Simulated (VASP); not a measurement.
The system is InGaO.

```xyz
6
Lattice="4.0693 0.0000 0.0000 -2.0346 3.5241 0.0000 0.0000 0.0000 7.4358" Properties=species:S:1:pos:R:3 pbc="T T T"
In    0.0000    0.0000    0.0000
In    0.0000    0.0000    3.7179
Ga    2.0346    1.1747    1.8589
Ga    0.0000    2.3494    5.5768
O     0.0000    0.0000    1.8589
O     0.0000    0.0000    5.5768
```

The cell was built by a generator and needn't be a form met in nature.

- Program: VASP 6.6.1
- Task: relaxation of cell and atoms
- Functional: PBE
- Potentials or basis: VASP PAW PBE potentials, release 64 (In_d, Ga_d, O)
- Cutoff: 520 eV
- k mesh: 4 × 4 × 2
- Occupations: gaussian, width 0.15 eV
- Spin: no spin polarisation

At the start: pressure 27.1 GPa; volume 17.77 Å³/atom.

**Question.** How do energy, volume and symmetry change on relaxing?

**Answer.** Over 20 steps the energy falls by 669.9 meV/atom and the volume is 18.86 Å³/atom (+6.1 %); space group P6_3/mmc (No. 194, to 0.05 Å).

Step by step:
```
step  energy change (eV)  largest force (eV/Å)  pressure (GPa)  volume (Å³)
   1              0.0000                0.0000           27.06       106.63
   2             -2.3699                0.0000           -8.49       156.63
   3             -3.2332                0.0000           -0.57       133.21
   4             -3.2341                0.0000           -1.31       134.82
   5             -3.2352                0.0000           -1.19       134.23
   6             -3.2832                0.0000           -0.67       131.41
   7             -3.4299                0.0000            0.48       123.04
   8             -3.6624                0.0000            5.43       106.73
   9             -3.6746                0.0000            5.24       106.39
  10             -3.7054                0.0000            5.55       105.37
  11             -3.7363                0.0000            6.51       103.31
  12             -3.7361                0.0000            6.91       102.63
  13             -3.7692                0.0000            6.23       103.24
  14             -3.8555                0.0000            5.08       105.08
  15             -3.9732                0.0000            2.44       108.81
  16             -3.9910                0.0000           -2.63       116.49
  17             -4.0191                0.0000            0.19       112.81
  18             -4.0191                0.0000           -0.48       113.38
  19             -4.0193                0.0000            0.21       113.16
  20             -4.0196                0.0000           -0.18       113.13
```

Final structure:
```
In Ga O
1.0
     3.58719    0.00000    0.00000
    -1.79359    3.10660    0.00000
     0.00000    0.00000   10.15170
In Ga O
2 2 2
Direct
  0.00000 0.00000 0.00000
  0.00000 0.00000 0.50000
  0.66667 0.33333 0.25000
  0.33333 0.66667 0.75000
  0.00000 0.00000 0.25000
  0.00000 0.00000 0.75000
```

Caveat: the k mesh is coarse (spacing up to 0.45 Å⁻¹), so the values aren't converged.
